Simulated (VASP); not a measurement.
Energy against volume of TiO₂ (rutile). Level of theory: AM05 GGA, VASP's PBE PAW potentials (set 64) (plane waves; VASP). Settings: 520 eV cut-off, 5×5×8 Γ-centred mesh, Gaussian smearing of 0.050 eV, potentials Ti_sv O.

Shape and ions are relaxed at each volume.

| V (Å³/atom) | E (eV/atom) |
|---|---|
| 9.755 | -9.09289 |
| 10.066 | -9.11544 |
| 10.378 | -9.12275 |
| 10.689 | -9.11740 |

### Question
Fit these four points and predict the energy of the run at 11.000 Å³/atom.

### Answer
A cubic in V^(−2/3), the third-order Birch-Murnaghan form, passes through the four points with V0 = 10.39 Å³/atom and B0 = 215 GPa, and gives -9.1016 eV/atom there. The run gave -9.1017 eV/atom, -0.1 meV/atom from the fit; all five points give B0 = 214 GPa.

The compound is TiO2 in the rutile structure. It was relaxed first.
